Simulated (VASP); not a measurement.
# What spin-orbit coupling changes in Ta2C, part 4 of 4

Aim: run bands, DOS and a relaxation of Ta2C twice, without and with spin-orbit coupling. All runs use LDA. Left out of this account: 1 further run (fields: a reference on another mesh). The start is a cell from a database of measured crystal structures.

VASP 6.6.1, plane waves and PAW; the level of theory is named at each step.

So far. Step 5 (Total and projected DOS (LDA + SOC)): The DOS at the Fermi level goes from 0.389 to 0.357 states/eV/cell, a number that is sensitive to the mesh. The run took 3.4 times the core time, with 38 spinor bands against 26. Of the states within 0.3 eV of the Fermi level, the largest shares in the PAW spheres are Ta d 71 %. The rest lies in smaller channels or between the spheres. Step 6 (Relaxing cell and atoms (LDA)): It ends with a largest force of 0.002 eV/Å and a pressure of -0.03 GPa.

## 7. Relaxing cell and atoms (LDA + SOC)

This step: LDA, spin-orbit coupling; plane waves and PAW (Ta_pv, C) (VASP 6.6.1).

The same relaxation with spinors and spin-orbit coupling.

INCAR reads:

```
SYSTEM = Ta2C
PREC = Accurate
ENCUT = 520
EDIFF = 1E-06
NELM = 100
ISMEAR = -1
SIGMA = 0.05
LREAL = .FALSE.
ALGO = Normal
GGA = CA
LNONCOLLINEAR = .TRUE.
MAGMOM = 0 0 0 0 0 0 0 0 0
NBANDS = 38
GGA_COMPAT = .FALSE.
LASPH = .TRUE.
LSORBIT = .TRUE.
LMAXMIX = 4
LORBIT = 11
LWAVE = .FALSE.
LCHARG = .FALSE.
KPAR = 4
IBRION = 2
NSW = 60
ISIF = 3
EDIFFG = -0.01
```

POSCAR reads:

```
Ta2C
1.0
    3.1059000000      0.0000000000      0.0000000000
   -1.5529500000      2.6897883016      0.0000000000
    0.0000000000      0.0000000000      4.9464000000
Ta C
2 1
Direct
    0.3333333333      0.6666666667      0.2520100000
    0.6666666667      0.3333333333      0.7479900000
    0.0000000000      0.0000000000      0.0000000000
```

KPOINTS reads:

```
Automatic mesh
0
Gamma
10 10 6
0 0 0
```

The projector-augmented-wave data sets are Ta_pv and C (LDA family, release 64).

Command:

```
$ mpirun -np 4 vasp_ncl
```

What it wrote:

```text
[... set-up lines as in an earlier step ...]
 entering main loop
       N       E                     dE             d eps       ncg     rms          rms(c)
[... 14 cycles as in an earlier step ...]
   1 F= -.39098417E+02 E0= -.39095935E+02  d E =-.390984E+02  mag=    -0.0000     0.0000    -0.0000
 curvature:   0.00 expect dE= 0.000E+00 dE for cont linesearch  0.000E+00
 trial: gam= 0.00000 g(F)=  0.100E-02 g(S)=  0.147E+00 ort = 0.000E+00 (trialstep = 0.100E+01)
 search vector abs. value=  0.148E+00
 bond charge predicted
       N       E                     dE             d eps       ncg     rms          rms(c)
DAV:   1    -0.398112331915E+02   -0.71282E+00   -0.29443E+01  5490   0.593E+01    0.955E+00
DAV:   2    -0.391565743952E+02    0.65466E+00   -0.13312E+00  5520   0.109E+01    0.396E+00
DAV:   3    -0.389608314516E+02    0.19574E+00   -0.57351E-01  5794   0.694E+00    0.942E-01
DAV:   4    -0.389610645006E+02   -0.23305E-03   -0.16569E-02  6444   0.102E+00    0.554E-01
DAV:   5    -0.389608858816E+02    0.17862E-03   -0.33050E-03  6424   0.463E-01    0.182E-01
DAV:   6    -0.389608955164E+02   -0.96348E-05   -0.47397E-04  6608   0.178E-01    0.886E-02
DAV:   7    -0.389609083117E+02   -0.12795E-04   -0.53889E-05  6362   0.584E-02    0.339E-02
DAV:   8    -0.389609124441E+02   -0.41324E-05   -0.75608E-06  6576   0.177E-02    0.555E-03
DAV:   9    -0.389609120663E+02    0.37787E-06   -0.28115E-06  5546   0.108E-02
   2 F= -.38960912E+02 E0= -.38958133E+02  d E =0.137505E+00  mag=    -0.0000    -0.0000     0.0000
[... from here on, the cycles between the ionic steps are left out ...]
   3 F= -.39118967E+02 E0= -.39116469E+02  d E =-.205501E-01  mag=     0.0000     0.0000     0.0000
   4 F= -.39118980E+02 E0= -.39116481E+02  d E =-.205632E-01  mag=     0.0000    -0.0000     0.0000
   5 F= -.39118974E+02 E0= -.39116475E+02  d E =-.205572E-01  mag=    -0.0000    -0.0000    -0.0000
   6 F= -.39119809E+02 E0= -.39117174E+02  d E =-.835208E-03  mag=     0.0000     0.0000     0.0000
   7 F= -.39119836E+02 E0= -.39117226E+02  d E =-.861682E-03  mag=    -0.0000     0.0000    -0.0000
   8 F= -.39119836E+02 E0= -.39117229E+02  d E =-.861604E-03  mag=     0.0000     0.0000    -0.0000
   9 F= -.39119797E+02 E0= -.39117182E+02  d E =0.383645E-04  mag=     0.0000     0.0000     0.0000
 trial-energy change:    0.000038  1 .order    0.000021   -0.000081    0.000123
 step:   0.2394(harm=  0.3265)  dis= 0.00005  next Energy=   -39.119847 (dE=-0.113E-04)
 bond charge predicted
       N       E                     dE             d eps       ncg     rms          rms(c)
DAV:   1    -0.391200075785E+02   -0.21022E-03   -0.63427E-03  5502   0.859E-01    0.128E-01
DAV:   2    -0.391198823540E+02    0.12522E-03   -0.28605E-04  5634   0.158E-01    0.526E-02
DAV:   3    -0.391198471377E+02    0.35216E-04   -0.10241E-04  6080   0.879E-02    0.958E-03
DAV:   4    -0.391198469424E+02    0.19531E-06   -0.32679E-06  6618   0.142E-02
  10 F= -.39119847E+02 E0= -.39117238E+02  d E =-.114243E-04  mag=    -0.0000     0.0000    -0.0000
 curvature:  -0.16 expect dE=-0.195E-05 dE for cont linesearch -0.123E-06
 trial: gam= 0.20877 g(F)=  0.531E-07 g(S)=  0.123E-04 ort =-0.872E-05 (trialstep = 0.706E+00)
 search vector abs. value=  0.130E-04
 reached required accuracy - stopping structural energy minimisation
```

Wall time 95 s (4 MPI ranks of Intel Xeon 6975P-C (Granite Rapids), shared host); peak memory 1.3 GiB.

OUTCAR, selected parts (step 7):

```text
   NELECT =      26.0000    total number of electrons

 E-fermi :   6.6352

 k-point     1 :       0.0000    0.0000    0.0000
  band No.  band energies     occupation
    ...
     20       3.0496      1.00000
     21       3.8687      1.00000
     22       3.8687      1.00000
     23       6.5426      0.86451
     24       6.5426      0.86451
     25       6.8473      0.01419
     26       6.8473      0.01419
     27       7.3895      0.00000
     28       7.3895      0.00000
     29       7.7281      0.00000
    ...

  Total       -0.0015087     -0.0015087     -0.0275341      0.0000000      0.0000000      0.0000000
  in kB       -0.0599576     -0.0599576     -1.0942331      0.0000000      0.0000000      0.0000000
  external PRESSURE =      -0.4047161 kB  Pullay stress =       0.0000000 kB

 POSITION                                       TOTAL-FORCE (eV/Angst)
 -----------------------------------------------------------------------------------
     -0.00000      1.77938      1.23917         0.000000     -0.000000      0.000742
      1.54099      0.88969      3.66180        -0.000000      0.000000     -0.000742
     -0.00000      0.00000      0.00000        -0.000000     -0.000000     -0.000000
 -----------------------------------------------------------------------------------
    total drift:                                0.000000     -0.000000     -0.000000

  FREE ENERGIE OF THE ION-ELECTRON SYSTEM (eV)
  ---------------------------------------------------
  free  energy   TOTEN  =       -39.1198469424 eV

  energy  without entropy=      -39.1146288683  energy(sigma->0) =      -39.11723791

 Spin-Orbit-Coupling matrix elements
 Ion:    1  E_soc:     -1.4202531
 Ion:    2  E_soc:     -1.4202531
 Ion:    3  E_soc:     -0.0003324

 magnetization (x)
# of ion       s       p       d       tot
------------------------------------------
    1        0.000  -0.000   0.000  -0.000
    2        0.000  -0.000   0.000  -0.000
    3        0.000   0.000   0.000   0.000
--------------------------------------------------
tot          0.000  -0.000   0.000  -0.000

 magnetization (y)
# of ion       s       p       d       tot
------------------------------------------
    1       -0.000   0.000   0.000  -0.000
    2        0.000   0.000   0.000   0.000
    3        0.000   0.000   0.000   0.000
--------------------------------------------------
tot         -0.000   0.000   0.000  -0.000

[... 9 parts as in an earlier step ...]

[... 10 further parts left out ...]
```

The steps of the relaxation:

```csv
step,energy less that of the first step (eV),largest force (eV/Å),pressure (GPa),volume (Å³)
1,0.0000,0.1018,-6.77,41.32
2,0.1375,0.9761,21.41,37.94
3,-0.0206,0.1492,-0.24,40.40
4,-0.0206,0.1561,-0.10,40.38
5,-0.0206,0.1616,0.04,40.36
6,-0.0214,0.0305,0.15,40.28
7,-0.0214,0.0029,0.16,40.30
8,-0.0214,0.0058,0.16,40.30
9,-0.0214,0.0125,-0.30,40.36
10,-0.0214,0.0007,-0.04,40.32
```

```
conventional cell, symmetrised  before  after  change
                         a (Å)   3.106  3.082  -0.8 %
                         b (Å)   3.106  3.082  -0.8 %
                         c (Å)   4.946  4.901  -0.9 %
              volume (Å³/atom)   13.77  13.44  -2.4 %
```

Final coordinates:

```cif
data_structure
_symmetry_space_group_name_H-M 'P 1'
_symmetry_Int_Tables_number 1
_cell_length_a 3.0820
_cell_length_b 3.0820
_cell_length_c 4.9010
_cell_angle_alpha 90.000
_cell_angle_beta 90.000
_cell_angle_gamma 120.000
_cell_volume 40.32
loop_
_atom_site_label
_atom_site_type_symbol
_atom_site_fract_x
_atom_site_fract_y
_atom_site_fract_z
_atom_site_occupancy
Ta1 Ta 0.33333 0.66667 0.25284 1
Ta2 Ta 0.66667 0.33333 0.74716 1
C3 C 0.00000 0.00000 0.00000 1
```

This step gave:

```yaml
bands: 38
free_energy_toten: -39.12 eV
energy_at_zero_smearing: -39.12 eV
fermi_energy: 6.635 eV
pressure: -0.04047 GPa
scf_cycles_over_all_ionic_steps: 59
```

On-site spin-orbit energy by atom:

| atom | on-site spin-orbit energy (eV) |
| --- | --- |
| Ta1 | -1.42 |
| Ta2 | -1.42 |
| C3 | 0.00 |

The cell ends at 13.44 Å³/atom, +0.1 % from the run without the coupling. The run took 4.3 times the core time, with 38 spinor bands against 19.

The cell shrank by 2.4 % in volume.

## 8. Side by side

```
                               quantity  without  with spin-orbit coupling
                               gap (eV)     none                      none
                    core minutes, bands     0.76                       2.9
DOS at the Fermi level (states/eV/cell)    0.389                     0.357
                      core minutes, DOS     0.43                       1.5
               relaxed volume (Å³/atom)    13.43                     13.44
               core minutes, relaxation      1.5                       6.3
```

## 9. What came out

| Property | Result |
| --- | --- |
| gap (eV), without → with | none → none |
| DOS at the Fermi level (states/eV/cell), without → with | 0.389 → 0.357 |
| relaxed volume (Å³/atom), without → with | 13.43 → 13.44 |

What this shows: Ta2C has no gap with or without spin-orbit coupling. The relaxed volume moves by +0.1 %. The spinor runs cost 3.4 to 4.3 times as much, on a shared host.

[Lines on the potential files, build, host, timing and source positions are cut from VASP's logs without a mark.]

[Logs are printed without paths, hosts, clocks, repeated set-up lines and the standing remarks that a program may print on its own settings, such as how far it seeks lower states.]

[Hosts, paths, dates, database ids (printed as entryN), source tags and the programs' standing remarks are cut or masked in the printed files.]

[A measured line is paired with the nearest computed mode of its activity, which favours agreement.]
